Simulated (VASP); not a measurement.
Output of a VASP run:

**OSZICAR**
```
       N       E                     dE             d eps       ncg     rms          rms(c)
DAV:   1     0.121213540663E+03    0.12121E+03   -0.95521E+03   812   0.170E+03
DAV:   2     0.156632554627E+01   -0.11965E+03   -0.11755E+03   854   0.370E+02
DAV:   3    -0.790090601785E+01   -0.94672E+01   -0.93757E+01  1082   0.946E+01
DAV:   4    -0.812451994540E+01   -0.22361E+00   -0.22356E+00   932   0.161E+01
DAV:   5    -0.813333580559E+01   -0.88159E-02   -0.88157E-02  1192   0.291E+00    0.718E+00
DAV:   6    -0.810335286569E+01    0.29983E-01   -0.52024E-02  1176   0.254E+00    0.444E+00
DAV:   7    -0.809899695140E+01    0.43559E-02   -0.31062E-02  1044   0.162E+00    0.300E-01
DAV:   8    -0.809798506614E+01    0.10119E-02   -0.63770E-03  1026   0.894E-01    0.167E-01
DAV:   9    -0.809804227033E+01   -0.57204E-04   -0.37123E-04  1034   0.218E-01    0.721E-02
DAV:  10    -0.809803049681E+01    0.11774E-04   -0.44773E-05  1108   0.873E-02    0.319E-02
DAV:  11    -0.809802981568E+01    0.68114E-06   -0.55285E-06   962   0.237E-02
   1 F= -.47595015E+01 E0= -.47591953E+01  d E =-.475950E+01
```

### OUTCAR
```
------------------------ aborting loop because EDIFF is reached ----------------------------------------
  FORCE on cell =-STRESS in cart. coord.  units (eV):
  Direction    XX          YY          ZZ          XY          YZ          ZX
  --------------------------------------------------------------------------------------
  Total        3.3182171      3.3182171      3.3182171      0.0000000      0.0000000     -0.0000000
  in kB       99.3916095     99.3916095     99.3916095      0.0000000      0.0000000     -0.0000000
  external PRESSURE =      -0.6083905 kB  Pullay stress =     100.0000000 kB
  volume of cell :       53.49
      direct lattice vectors                 reciprocal lattice vectors
     0.000000000  2.990509725  2.990509725    -0.167195577  0.167195577  0.167195577
     2.990509725  0.000000000  2.990509725     0.167195577 -0.167195577  0.167195577
     2.990509725  2.990509725  0.000000000     0.167195577  0.167195577 -0.167195577
 POSITION                                       TOTAL-FORCE (eV/Angst)
 -----------------------------------------------------------------------------------
      0.00000      0.00000      0.00000        -0.000000     -0.000000     -0.000000
      2.99051      2.99051      2.99051         0.000000      0.000000      0.000000
 -----------------------------------------------------------------------------------
    total drift:                                0.000000     -0.000000     -0.000000
  FREE ENERGIE OF THE ION-ELECTRON SYSTEM (eV)
  ---------------------------------------------------
  free  energy   TOTEN  =        -8.0980298157 eV

  energy  without entropy=       -8.0974174951  energy(sigma->0) =       -8.09772366
  enthalpy is  TOTEN    =        -4.7595014516 eV   P V=        3.3385283641

 reached required accuracy - stopping structural energy minimisation
```
(Selected blocks of OUTCAR.)

File POSCAR:
```
SnTe
1
    0.0000000000     2.9905097248     2.9905097248
    2.9905097248     0.0000000000     2.9905097248
    2.9905097248     2.9905097248     0.0000000000
Sn Te
1 1
Direct
  0.0000000000   0.0000000000   0.0000000000
  0.5000000000   0.5000000000   0.5000000000
```

Q: Write an INCAR and KPOINTS that could have produced this output.

A: This is not unique; one that fits is the input of the run itself, PBEsol GGA, plane waves, VASP's PBE PAW potentials (set 64).

INCAR:
```
SYSTEM = SnTe
PREC = Accurate
ENCUT = 500
EDIFF = 1E-6
NELM = 100
ALGO = Normal
LREAL = .FALSE.
LASPH = .TRUE.
ISMEAR = 0
SIGMA = 0.05
GGA = PS
LMAXMIX = 4
LWAVE = .FALSE.
LCHARG = .FALSE.
IBRION = 2
ISIF = 3
NSW = 40
EDIFFG = -0.02
PSTRESS = 100
```

**KPOINTS**
```
Automatic mesh
0
Gamma
8 8 8
0 0 0
```

POTCAR, in this order: Sn_d Te (PBE.64 set). Program: vasp_std.

The structure was generated: SnTe was put into the rock salt type (Fm-3m), which need not be its known phase. It was relaxed first under an external pressure of 10 GPa.
